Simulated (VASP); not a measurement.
# A VASP study of ZnSe (Stilleite) (PBE): structure first, properties next, part 2 of 5

What structure does ZnSe (Stilleite) take at this level, and what are its properties? The start is a cell from a database of measured crystal structures.

VASP 6.6.1, plane waves and PAW; the level of theory is named at each step.

So far, gap on the k-mesh (eV): step 2 (full relaxation (PBE)) 1.15. The relaxed cell has a = 5.735 Å (conventional setting).

## Step 4: Density, ELF and potential (PBE)

Level of this step: PBE; plane waves and PAW (Zn, Se) (VASP).

A single point on the relaxed cell gives a clean self-consistent state, with density, ELF and potential written out.

File INCAR:

```
SYSTEM = ZnSe
PREC = Accurate
ENCUT = 400
EDIFF = 1E-06
NELM = 100
ISMEAR = 0
SIGMA = 0.05
LREAL = .FALSE.
ALGO = Normal
GGA = PE
NBANDS = 15
LORBIT = 11
LWAVE = .FALSE.
LCHARG = .TRUE.
ISIF = 2
LELF = .TRUE.
LVHAR = .TRUE.
```

File POSCAR:

```
ZnSe
1.0
    0.0000000000      2.8675528976      2.8675528976
    2.8675528976      0.0000000000      2.8675528976
    2.8675528976      2.8675528976      0.0000000000
Zn Se
1 1
Direct
    0.0000000000      0.0000000000      0.0000000000
    0.2500000000      0.2500000000      0.2500000000
```

File KPOINTS:

```
Automatic mesh
0
Gamma
7 7 7
0 0 0
```

PAW data sets: Zn and Se (PBE family, release 64).

Run with:

```
$ mpirun -np 2 vasp_std
```

Output:

```text
[banner, memory and clock lines left out]
running    2 mpi-ranks, on    1 nodes
 distrk:  each k-point on    2 cores,    1 groups
 distr:  one band on    1 cores,    2 groups

 POSCAR found type information on POSCAR ZnSe
 POSCAR found :  2 types and       2 ions
 LDA part: xc-table for (Slater+PW92), standard interpolation
|                                                                             |
|           W    W    AA    RRRRR   N    N  II  N    N   GGGG   !!!           |
|           W    W   A  A   R    R  NN   N  II  NN   N  G    G  !!!           |
|           W    W  A    A  R    R  N N  N  II  N N  N  G       !!!           |
|           W WW W  AAAAAA  RRRRR   N  N N  II  N  N N  G  GGG   !            |
|           WW  WW  A    A  R   R   N   NN  II  N   NN  G    G                |
|           W    W  A    A  R    R  N    N  II  N    N   GGGG   !!!           |
|                                                                             |
|     The number of bands has been changed from the values supplied in        |
|     The orbitals not found in the WAVECAR file will be initialized with     |
|     random numbers, which is usually adequate. For correlated               |
|     calculations, however, you should redo the groundstate calculation.     |
|     I found NBANDS = 15. Now, NBANDS = 16.                                  |
|                                                                             |

 POSCAR, INCAR and KPOINTS ok, starting setup
 FFT: planning ... GRIDC
 FFT: planning ... GRID_SOFT
 FFT: planning ... GRID
 WAVECAR not read
 entering main loop
       N       E                     dE             d eps       ncg     rms          rms(c)
DAV:   1     0.770255326948E+02    0.77026E+02   -0.74830E+03   640   0.106E+03
DAV:   2    -0.179340317262E+01   -0.78819E+02   -0.74245E+02   712   0.222E+02
DAV:   3    -0.628864076911E+01   -0.44952E+01   -0.44804E+01   784   0.546E+01
DAV:   4    -0.632016898638E+01   -0.31528E-01   -0.31526E-01   776   0.497E+00
DAV:   5    -0.632031629530E+01   -0.14731E-03   -0.14731E-03   808   0.304E-01    0.447E+00
DAV:   6    -0.604656975080E+01    0.27375E+00   -0.53032E-01   920   0.230E+01    0.343E+00
DAV:   7    -0.602811885930E+01    0.18451E-01   -0.14981E-01   760   0.339E+00    0.146E+00
DAV:   8    -0.602801787395E+01    0.10099E-03   -0.42393E-03   768   0.608E-01    0.436E-01
DAV:   9    -0.602828286663E+01   -0.26499E-03   -0.10667E-03   792   0.241E-01    0.677E-02
DAV:  10    -0.602838391823E+01   -0.10105E-03   -0.15150E-04   784   0.910E-02    0.178E-02
DAV:  11    -0.602838629476E+01   -0.23765E-05   -0.28312E-05   776   0.407E-02    0.483E-03
DAV:  12    -0.602838749454E+01   -0.11998E-05   -0.34493E-06   784   0.119E-02    0.318E-03
DAV:  13    -0.602838758927E+01   -0.94731E-07   -0.57530E-07   632   0.593E-03
   1 F= -.60283876E+01 E0= -.60283876E+01  d E =-.117996E-11
```

Wall time 3.4 s (2 MPI ranks of Intel Xeon 6975P-C (Granite Rapids), shared host); peak memory 0.24 GiB; 5.8 s of CPU time.

OUTCAR, selected parts (step 4):

```text
The static configuration has the point symmetry T_d .

 Found     20 irreducible k-points:

   k-points           NKPTS =     20   k-points in BZ     NKDIM =     20   number of bands    NBANDS=     16

   NELECT =      18.0000    total number of electrons

 E-fermi :   1.5359

 k-point     1 :       0.0000    0.0000    0.0000
  band No.  band energies     occupation
    ...
      5      -4.7677      2.00000
      6      -4.7677      2.00000
      7       1.3171      2.00000
      8       1.3171      2.00000
      9       1.3171      2.00000
     10       2.4635      0.00000
     11       7.1240      0.00000
     12       7.1240      0.00000
     13       7.1240      0.00000
     14      11.1056      0.00000
    ...

 k-point     2 :       0.1429    0.0000    0.0000
  band No.  band energies     occupation
    ...
      5      -4.7690      2.00000
      6      -4.7690      2.00000
      7      -0.2232      2.00000
      8       1.1361      2.00000
      9       1.1361      2.00000
     10       3.5952      0.00000
     11       7.0725      0.00000
     12       7.4267      0.00000
     13       7.4267      0.00000
     14      11.8455      0.00000
    ...

  Total       -0.0176465     -0.0176465     -0.0176465      0.0000000      0.0000000     -0.0000000
  in kB       -0.5995214     -0.5995214     -0.5995214      0.0000000      0.0000000     -0.0000000
  external PRESSURE =      -0.5995214 kB  Pullay stress =       0.0000000 kB

 POSITION                                       TOTAL-FORCE (eV/Angst)
 -----------------------------------------------------------------------------------
      0.00000      0.00000      0.00000         0.000000      0.000000      0.000000
      1.43378      1.43378      1.43378        -0.000000     -0.000000     -0.000000
 -----------------------------------------------------------------------------------
    total drift:                               -0.000002     -0.000002     -0.000001

  FREE ENERGIE OF THE ION-ELECTRON SYSTEM (eV)
  ---------------------------------------------------
  free  energy   TOTEN  =        -6.0283875893 eV

  energy  without entropy=       -6.0283875893  energy(sigma->0) =       -6.02838759

[... 9 parts as in an earlier step ...]

[... 4 further parts left out ...]
```

This step gave:

```
SCF cycles   : 13
bands        : 16
Fermi energy : 1.536 eV
pressure     : -0.05995 GPa
```

Valence electrons inside each PAW sphere by angular momentum. Sphere charges, by row:

```tsv
atom	s (e)	p (e)	d (e)	tot (e)
Zn1	0.526	0.42	9.782	10.73
Se2	1.438	2.409	0.027	3.874
```

Electrostatic potential energy in the ac plane of a cell with a along [110], b along [-110] and c along [001] of the cube at fractional y = 0.000, with atoms of Zn and Se within 0.2 Å of it. With pseudopotentials it is smooth inside the atoms' cores, unlike the true potential.

Ten even steps from '_' (-44 eV) to '@' (5 eV), each cell a mean:
```
######%%%%%%%%%%%%########**##%%%%%%%%%%##**##
##**##%%**====**%%##**##**##%%##++--++##%%##**
##%%%%**..____..##%%%%##%%%%%%==______==%%%%%%
@@@@%%++__----__++%%@@@@@@@@##....==__..##@@@@
@@@@@@++__....__**@@@@@@@@@@%%::__::__::%%@@@@
@@@@@@%%--____--%%@@@@@@@@@@%%**..__..**%%@@@@
@@@@@@@@%%####%%@@@@@@@@@@@@@@%%##**##%%@@@@@@
@@@@@@@@@@@@@@@@@@@@@@@@@@@@@@@@@@@@@@@@@@@@@@
@@@@@@@@@@@@@@@@@@@@@@@@@@@@@@@@@@@@@@@@@@@@@@
@@@@@@@@@@@@@@@@@@@@@@@@@@@@@@@@@@@@@@@@@@@@@@
@@@@@@@@@@@@@@@@@@@@@@@@@@@@@@@@@@@@@@@@@@@@@@
@@@@@@@@@@@@@@@@@@@@@@@@@@@@@@@@@@@@@@@@@@@@@@
%%@@@@@@@@@@@@@@@@@@@@%%%%@@@@@@@@@@@@@@@@@@%%
####%%@@@@@@@@@@@@%%######%%@@@@@@@@@@@@@@%%##
##**##@@@@@@@@@@@@##**####**%%@@@@@@@@@@%%**##
######%%@@@@@@@@%%############@@@@@@@@@@######
```
Columns run along a (8.1 Å; values clipped at the 3rd and 97th percentile), rows up along c (5.7 Å), edges of the conventional cell, whose origin can differ from the input's. Atoms in or near the plane, at fractional coordinates: Zn at (0.50, 0.00), Zn at (0.00, 0.00), Se at (0.75, 0.75), Se at (0.25, 0.75).

ELF in the ac plane of a cell with a along [110], b along [-110] and c along [001] of the cube at fractional y = 0.000, with atoms of Zn and Se within 0.2 Å of it. It is the smooth field of the valence electrons, not physical close to the nuclei.

Ten even steps from '_' (0.01) to '@' (0.87), each cell a mean:
```
____::==##%%%%##==::______..::**%%%%%%**::..__
....--##@@@@@@@@##--......::++@@@@@@@@@@++::..
::::**@@@@%%%%@@@@**::::::==%%@@@@%%@@@@%%--::
..--##@@@@****@@@@##--..::++@@@@##++##@@@@++::
..--##@@%%####%%@@##--....++%%@@%%**%%@@%%++..
__::**%%@@@@@@@@%%++::____==##@@@@@@@@@@##==__
____--**%%@@@@%%**--______::++##@@@@@@##++::__
____..--++####++--..________::==**##**==::____
________::::::..______________..::--::..______
______________________________________________
______________________________________________
....________________......________________....
......____________............__________......
..::....________....::..::::....______....::::
__..::............::..____..::..........::..__
____::::--====--::::______..::--======::::..__
```
Columns run along a (8.1 Å), rows up along c (5.7 Å), edges of the conventional cell, whose origin can differ from the input's. Atoms in or near the plane, at fractional coordinates: Zn at (0.50, 0.00), Zn at (0.00, 0.00), Se at (0.75, 0.75), Se at (0.25, 0.75).

Valence density in the ac plane of a cell with a along [110], b along [-110] and c along [001] of the cube at fractional y = 0.000, with atoms of Zn and Se within 0.2 Å of it. It is the smooth field of the valence electrons, not physical close to the nuclei.

Ten steps, logarithmic in the rise over the least value, from '_' (0 e/Å³) to '@' (17 e/Å³), each cell a mean:
```
@@##--::::::::::::--##@@%%++::::::::::::::++%%
**==::------------::==**++--::----------::--++
::::::------------::::::::::--------------::::
....::----....----::......::----::__------::..
....::----::::----::........::----::----::....
__....::--------::....____..::----------::..__
____....::----::....______....::------::....__
______............__________......::......____
________........______________..........______
______________________________________________
______________________________________________
....________________........______________....
......____________............__________......
==::....________....::==--::....______....::--
%%**::............::**%%##==::..........::==##
@@%%==::........::==%%@@@@**::..........::**@@
```
Columns run along a (8.1 Å), rows up along c (5.7 Å), edges of the conventional cell, whose origin can differ from the input's. Atoms in or near the plane, at fractional coordinates: Zn at (0.50, 0.00), Zn at (0.00, 0.00), Se at (0.75, 0.75), Se at (0.25, 0.75).

In this run the pressure is -0.06 GPa, small enough to go on.

## Step 5: Band structure (PBE)

Levels along the symmetry lines show where the bands peak and cross; KPOINTS_OPT computes them in the converged potential.

File INCAR:

```
SYSTEM = ZnSe
PREC = Accurate
ENCUT = 400
EDIFF = 1E-06
NELM = 100
ISMEAR = 0
SIGMA = 0.05
LREAL = .FALSE.
ALGO = Normal
GGA = PE
NBANDS = 21
LORBIT = 11
LWAVE = .FALSE.
LCHARG = .FALSE.
KPAR = 2
```

POSCAR is that of step 4.

KPOINTS is that of step 4.

File KPOINTS_OPT:

```
Line mode
16
Line-mode
Reciprocal
  0.00000000   0.00000000   0.00000000 GAMMA
  0.50000000   0.00000000   0.50000000 X

  0.50000000   0.00000000   0.50000000 X
  0.50000000   0.25000000   0.75000000 W

  0.50000000   0.25000000   0.75000000 W
  0.37500000   0.37500000   0.75000000 K

  0.37500000   0.37500000   0.75000000 K
  0.00000000   0.00000000   0.00000000 GAMMA

  0.00000000   0.00000000   0.00000000 GAMMA
  0.50000000   0.50000000   0.50000000 L

  0.50000000   0.50000000   0.50000000 L
  0.62500000   0.25000000   0.62500000 U

  0.62500000   0.25000000   0.62500000 U
  0.50000000   0.25000000   0.75000000 W

  0.50000000   0.25000000   0.75000000 W
  0.50000000   0.50000000   0.50000000 L

  0.50000000   0.50000000   0.50000000 L
  0.37500000   0.37500000   0.75000000 K

  0.62500000   0.25000000   0.62500000 U
  0.50000000   0.00000000   0.50000000 X
```

Run with:

```
$ mpirun -np 2 vasp_std
```

Output:

```text
[... set-up lines as in an earlier step ...]
 entering main loop
       N       E                     dE             d eps       ncg     rms          rms(c)
DAV:   1     0.967585827512E+02    0.96759E+02   -0.71186E+03   848   0.812E+02
DAV:   2     0.134871088986E+01   -0.95410E+02   -0.86156E+02   875   0.206E+02
DAV:   3    -0.623889936235E+01   -0.75876E+01   -0.75061E+01   991   0.565E+01
DAV:   4    -0.632004879178E+01   -0.81149E-01   -0.81111E-01   968   0.596E+00
DAV:   5    -0.632031592904E+01   -0.26714E-03   -0.26713E-03   980   0.338E-01    0.447E+00
DAV:   6    -0.604826470388E+01    0.27205E+00   -0.35549E-01  1097   0.175E+01    0.342E+00
DAV:   7    -0.602828849149E+01    0.19976E-01   -0.11325E-01   985   0.246E+00    0.147E+00
DAV:   8    -0.602803021536E+01    0.25828E-03   -0.38388E-03  1125   0.578E-01    0.430E-01
DAV:   9    -0.602828409857E+01   -0.25388E-03   -0.10945E-03   940   0.198E-01    0.681E-02
DAV:  10    -0.602839574913E+01   -0.11165E-03   -0.16957E-04   955   0.726E-02    0.229E-02
DAV:  11    -0.602838616290E+01    0.95862E-05   -0.25591E-05   990   0.342E-02    0.503E-03
DAV:  12    -0.602838738263E+01   -0.12197E-05   -0.41238E-06   940   0.964E-03    0.236E-03
DAV:  13    -0.602838756826E+01   -0.18563E-06   -0.24662E-07   820   0.370E-03
   1 F= -.60283876E+01 E0= -.60283876E+01  d E =-.945240E-19
 Start KPOINTS_OPT (optional k-point list driver)
k-point batch [1-20\160]
       N       E                     dE             ncg
DAV:   1     0.503354921190E+03   -0.59252E+04      845
DAV:   2    -0.134252766506E+04   -0.18459E+04      890
DAV:   3    -0.148956594042E+04   -0.14704E+03      956
DAV:   4    -0.149102448104E+04   -0.14585E+01     1023
DAV:   5    -0.149102881481E+04   -0.43338E-02      963
DAV:   6    -0.149102883834E+04   -0.23533E-04     1029
DAV:   7    -0.149102883850E+04   -0.15361E-06      779
[...]
k-point batch [141-160\160]
       N       E                     dE             ncg
DAV:   1     0.397397990884E+03   -0.10678E+05      840
DAV:   2    -0.144903152140E+04   -0.18464E+04      868
DAV:   3    -0.159285759353E+04   -0.14383E+03     1058
DAV:   4    -0.159428814851E+04   -0.14306E+01      955
DAV:   5    -0.159429262908E+04   -0.44806E-02      966
DAV:   6    -0.159429265538E+04   -0.26310E-04      963
DAV:   7    -0.159429265557E+04   -0.18731E-06      794
```

Run time: 13 s. Hardware: 2 MPI ranks; peak memory 0.3 GiB; 25 s of CPU time.

From OUTCAR (step 5):

```text
   k-points           NKPTS =     20   k-points in BZ     NKDIM =     20   number of bands    NBANDS=     21

   NELECT =      18.0000    total number of electrons

 E-fermi :   1.6149

 k-point     2 :       0.1429    0.0000    0.0000
  band No.  band energies     occupation
    ...
      5      -4.7690      2.00000
      6      -4.7690      2.00000
      7      -0.2232      2.00000
      8       1.1360      2.00000
      9       1.1360      2.00000
     10       3.5951      0.00000
     11       7.0724      0.00000
     12       7.4266      0.00000
     13       7.4267      0.00000
     14      11.8455      0.00000
    ...

  Total       -0.0192054     -0.0192054     -0.0192054      0.0000000     -0.0000000      0.0000000
  in kB       -0.6524832     -0.6524832     -0.6524832      0.0000000     -0.0000000      0.0000000
  external PRESSURE =      -0.6524832 kB  Pullay stress =       0.0000000 kB

 POSITION                                       TOTAL-FORCE (eV/Angst)
 -----------------------------------------------------------------------------------
      0.00000      0.00000      0.00000        -0.000000      0.000000      0.000000
      1.43378      1.43378      1.43378         0.000000     -0.000000     -0.000000
 -----------------------------------------------------------------------------------
    total drift:                               -0.000002     -0.000002     -0.000001

  FREE ENERGIE OF THE ION-ELECTRON SYSTEM (eV)
  ---------------------------------------------------
  free  energy   TOTEN  =        -6.0283875683 eV

  energy  without entropy=       -6.0283875683  energy(sigma->0) =       -6.02838757

[... 11 parts as in an earlier step ...]

[... 5 further parts left out ...]
```

Spin-orbit coupling is off here; it would split degenerate levels, and it lifts a valence top of Se p states by about 0.1 eV.

Numbers from this step:

```
bands                             : 21
Fermi energy                      : 1.615 eV
pressure                          : -0.06525 GPa
least gap on mesh and path        : 1.146 eV
least direct gap on mesh and path : 1.146 eV
```

The electronic bands at the labelled points (eV, zero at the valence-band top; v1 is the highest filled band, c1 the lowest empty one):

```tsv
point	v4	v3	v2	v1	c1	c2	c3	c4
Γ	-6.08	0.00	0.00	0.00	1.15	5.81	5.81	5.81
0.53 of the way	-6.06	-3.01	-1.28	-1.28	3.83	3.98	8.16	8.16
X	-5.92	-4.60	-2.06	-2.06	3.06	3.45	10.48	11.00
0.53 of the way	-5.86	-4.56	-2.38	-2.32	4.02	4.32	8.88	9.03
W	-5.81	-4.52	-2.62	-2.50	5.38	5.48	6.88	7.71
0.47 of the way	-5.83	-4.53	-2.82	-2.08	4.39	5.53	7.66	8.30
K	-5.84	-4.55	-2.92	-1.69	3.60	5.51	8.94	9.15
0.47 of the way	-6.06	-3.43	-1.80	-0.54	3.76	6.04	6.57	6.76
Γ	-6.08	0.00	0.00	0.00	1.15	5.81	5.81	5.81
0.47 of the way	-6.08	-2.75	-0.41	-0.41	2.64	6.30	6.38	6.38
L	-5.94	-5.01	-0.82	-0.82	2.48	6.38	6.38	8.47
0.47 of the way	-5.90	-4.79	-2.00	-1.13	3.63	5.81	7.24	8.27
U	-5.84	-4.55	-2.92	-1.69	3.60	5.51	8.94	9.15
0.47 of the way	-5.83	-4.53	-2.84	-2.01	4.23	5.53	7.84	8.42
W	-5.81	-4.52	-2.62	-2.50	5.38	5.48	6.88	7.71
0.53 of the way	-5.90	-4.73	-2.18	-1.31	3.99	5.60	7.30	8.46
L	-5.94	-5.01	-0.82	-0.82	2.48	6.38	6.38	8.47
0.53 of the way	-5.90	-4.74	-2.21	-1.21	3.75	5.83	7.47	8.15
K	-5.84	-4.55	-2.92	-1.69	3.60	5.51	8.94	9.15
jump to U	-5.84	-4.55	-2.92	-1.69	3.60	5.51	8.94	9.15
0.53 of the way	-5.89	-4.58	-2.38	-1.98	3.28	3.95	9.83	10.39
X	-5.92	-4.60	-2.06	-2.06	3.06	3.45	10.48	11.00
```

Of the projections kept (Zn, Se), the largest for each band there; the rest of the weight can lie on other orbitals:

```tsv
point	v4	v3	v2	v1	c1	c2	c3	c4
Γ	Zn 1.00	Se 0.79	Se 0.79	Se 0.79	Zn 0.57	Zn 0.74	Zn 0.74	Zn 0.74
X	Zn 0.98	Zn 0.64	Se 0.76	Se 0.76	Zn 0.65	Zn 0.64	Se 0.81	Zn 0.53
W	Zn 0.97	Zn 0.55	Se 0.67	Se 0.75	Se 0.54	Se 0.69	Zn 0.69	Zn 0.53
K	Zn 0.98	Zn 0.56	Se 0.69	Se 0.75	Zn 0.64	Se 0.58	Se 0.65	Zn 0.50
Γ	Zn 1.00	Se 0.79	Se 0.79	Se 0.79	Zn 0.57	Zn 0.74	Zn 0.74	Zn 0.74
L	Zn 0.98	Se 0.56	Se 0.77	Se 0.77	Zn 0.66	Zn 0.65	Zn 0.65	Se 0.77
```

The path finds the gap of the mesh within 0.02 eV, so the mesh comes close to both band edges.

[end of part 2 of 5]

[Lines on the potential files, build, host, timing and source positions are cut from VASP's logs without a mark.]

[Logs are printed without paths, hosts, clocks, repeated set-up lines and the standing remarks that a program may print on its own settings, such as how far it seeks lower states.]

[Hosts, paths, dates, database ids (printed as entryN), source tags and the programs' standing remarks are cut or masked in the printed files.]

[A measured line is paired with the nearest computed mode of its activity, which favours agreement.]
